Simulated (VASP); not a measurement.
The input files of a VASP run:

File KPOINTS:
```
K-points
0
gamma
 9 9 9
```

**INCAR**
```
SYSTEM = GaP
PREC = Accurate
ENCUT = 500
EDIFF = 1E-6
NELM = 100
ALGO = Normal
LREAL = .FALSE.
LASPH = .TRUE.
ISMEAR = 0
SIGMA = 0.05
GGA = PS
LMAXMIX = 4
LWAVE = .FALSE.
LCHARG = .FALSE.
IBRION = 2
ISIF = 3
NSW = 40
EDIFFG = -0.02
PSTRESS = 100
```

### POSCAR
```
GaP
1
   -0.0000000000     2.6336860449     2.6336860449
    2.6336860449     0.0000000000     2.6336860449
    2.6336860449     2.6336860449    -0.0000000000
Ga P
1 1
Direct
  0.0000000000   0.0000000000   0.0000000000
  0.2500000000   0.2500000000   0.2500000000
```

POTCAR, in this order: Ga_d P (PBE.64 set). Program: vasp_std.

**Question.** Translate this PBEsol calculation to Quantum ESPRESSO's pw.x.

**Answer.** One equivalent input (not run):
```
&CONTROL
  calculation = 'vc-relax'
  pseudo_dir = './pseudo'
  outdir = './out'
  tprnfor = .true.
  tstress = .true.
  nstep = 40
  forc_conv_thr = 0.00078
/
&SYSTEM
  ibrav = 0
  nat = 2
  ntyp = 2
  ecutwfc = 80
  occupations = 'smearing'
  smearing = 'gaussian'
  degauss = 0.003675
  input_dft = 'pbesol'
/
&ELECTRONS
  conv_thr = 7.3e-08
  electron_maxstep = 100
/
&IONS
/
&CELL
  press = 100
/
ATOMIC_SPECIES
  Ga 69.723 Ga.upf
  P 30.974 P.upf
CELL_PARAMETERS angstrom
    -0.0000000    2.6336860    2.6336860
     2.6336860    0.0000000    2.6336860
     2.6336860    2.6336860   -0.0000000
ATOMIC_POSITIONS crystal
  Ga   0.0000000  0.0000000  0.0000000
  P    0.2500000  0.2500000  0.2500000
K_POINTS automatic
  9 9 9 0 0 0
```
Limits of the translation: the potentials are each code's own (VASP's PAW set, PseudoDojo norm-conserving files in pw.x), so ENCUT and ecutwfc are chosen apart and not converted; conv_thr bounds pw.x's estimated SCF error, while EDIFF bounds the energy change between steps; forc_conv_thr acts on force components and is met together with etot_conv_thr.

The structure was generated: GaP was put into the zinc blende type (F-43m), which need not be its known phase. It was relaxed first under an external pressure of 10 GPa.
